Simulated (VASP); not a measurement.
Runs of VASP 6.6.1 on CsSi2. It takes space group P-6m2 (No. 187, hexagonal). Conventional cell: a = 6.372 Å, b = 6.372 Å, c = 4.479 Å, α = 90.00°, β = 90.00°, γ = 120.00°. Cs (site symmetry -6m2) is surrounded by 6 Si at 3.85 Å. Si (site symmetry 3m) is surrounded by 2 Si at 2.24 Å. The cell was built by a generator and needn't be a form met in nature.

```csv
level,potentials or basis,gap on the mesh (eV),pressure (GPa),relaxed volume (Å³/atom)
LDA,"VASP PAW LDA potentials, release 64 (Cs_sv, Si)",none,0.0,46.64
RPBE,"VASP PAW PBE potentials, release 64 (Cs_sv, Si)",none,0.0,54.20
AM05,"VASP PAW PBE potentials, release 64 (Cs_sv, Si)",none,0.0,50.47
PW91,"VASP PAW PBE potentials, release 64 (Cs_sv, Si)",none,0.0,(c)
BLYP,"VASP PAW PBE potentials, release 64 (Cs_sv, Si)",none,0.0,(b)
revPBE,"VASP PAW PBE potentials, release 64 (Cs_sv, Si)",none,0.0,53.72
PBEsol,"VASP PAW PBE potentials, release 64 (Cs_sv, Si)",none,0.0,48.96
optB88-vdW,"VASP PAW PBE potentials, release 64 (Cs_sv, Si)",none,0.0,(a)
```

Alike in all rows: task relaxation of cell and atoms; no spin polarisation; cell relaxed; k mesh 5 × 5 × 6; cutoff (eV) 600; smearing fermi-dirac 0.05 eV.

Question: Fill in the values left out.

Answer: (a) 49.34; (b) 58.34; (c) 51.29.

Caveats: the PAW data sets were made with another functional, which shifts forces and pressure a little (some runs).

A k mesh can miss the band edges, and the runs leave out spin-orbit coupling on Cs.

A gap of «none» marks a metal or a gap under the smearing width.

Runs at the PBE level aren't shown here.
